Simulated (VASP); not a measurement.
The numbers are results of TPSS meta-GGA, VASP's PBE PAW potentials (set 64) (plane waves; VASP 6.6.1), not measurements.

A VASP calculation is set up with these files.

**KPOINTS**
```
Automatic mesh
0
Gamma
11 11 6
0 0 0
```

POSCAR:
```
Tm
1
    1.7700000000    -3.0657300000     0.0000000000
    1.7700000000     3.0657300000     0.0000000000
    0.0000000000     0.0000000000     5.5500000000
Tm
2
Direct
  0.3333330000   0.6666670000   0.2500000000
  0.6666670000   0.3333330000   0.7500000000
```

INCAR:
```
# general
SYSTEM  = Tm
PREC    = Accurate
ENCUT   = 520   # plane-wave cut-off (eV)
LREAL   = .False.   # projection in real space or not
LASPH   = .True.

# electronic loop
EDIFF   = 1E-6
NELM    = 100   # most electronic steps
ALGO    = Normal   # blocked Davidson
LMAXMIX = 6   # l cut-off of mixed one-centre charges
LMIXTAU = .True.

# smearing
ISMEAR  = 1
SIGMA   = 0.1

# functional
METAGGA = TPSS

# ions
IBRION  = 2   # conjugate gradients
NSW     = 60   # most ionic steps
ISIF    = 3
EDIFFG  = -0.01   # ionic stop

# output
LWAVE   = .False.
LCHARG  = .False.
```

POTCAR, in this order: Tm_3 (PBE.64 set). Program: vasp_std.

### Question
What will the output report for the number of irreducible k-points (NKPTS), largest plane-wave count, number of space-group operations, FFT grid (NGX, NGY, NGZ)?

### Answer

```yaml
number of irreducible k-points (NKPTS): 64
largest_plane_wave_count: 1643
number_of_space_group_operations: 24
FFT grid (NGX, NGY, NGZ): 28 × 28 × 42
```

The compound is Tm in the hcp structure. This run relaxes it. Symmetry was kept, so distortions that lower it aren't found. The 4f electrons are frozen in the core of the lanthanide potential, so 4f levels, which can set the real gap, and their magnetism are missing.
